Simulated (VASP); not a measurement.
Input:

```
CELL_PARAMETERS angstrom
      4.17789     0.00000     0.00000
      0.00000     4.17789     0.00000
      0.00000     0.00000     4.17789
ATOMIC_POSITIONS crystal
  Ba 0.00000 0.00000 0.00000
  Hf 0.50000 0.50000 0.50000
  O  0.50000 0.00000 0.50000
  O  0.00000 0.50000 0.50000
  O  0.50000 0.50000 0.00000
```

Level of theory: rev-vdW-DF2, VASP's PBE PAW potentials (set 64) (plane waves; VASP). Run with 520 eV cut-off, Gaussian smearing of 0.050 eV, potentials Ba_sv Hf_pv O.

Unless said otherwise, spin-orbit coupling is left out, though it shifts the bands of the heavy elements here.

Give the energies of bands 11 to 22 at the high-symmetry points, in eV from the valence-band maximum.

```csv
band,Γ,X,M,R
11,-1.67,-3.91,-4.23,-4.40
12,-1.67,-2.07,-3.79,-3.70
13,-1.67,-2.07,-3.72,-3.70
14,-0.98,-1.82,-2.41,-2.51
15,-0.98,-1.72,-2.41,-2.51
16,-0.98,-1.72,-1.02,-2.51
17,-0.22,-1.69,-0.92,0.00
18,-0.22,-0.53,-0.92,0.00
19,-0.22,-0.53,-0.08,0.00
20,3.57,4.12,6.22,6.06
21,3.57,6.32,6.22,6.06
22,3.57,6.32,6.62,6.06
```

The gap is indirect, 3.57 eV, from the valence maximum at R to the conduction minimum at Γ.

The compound is BaHfO3 in the cubic perovskite structure. It was relaxed first.
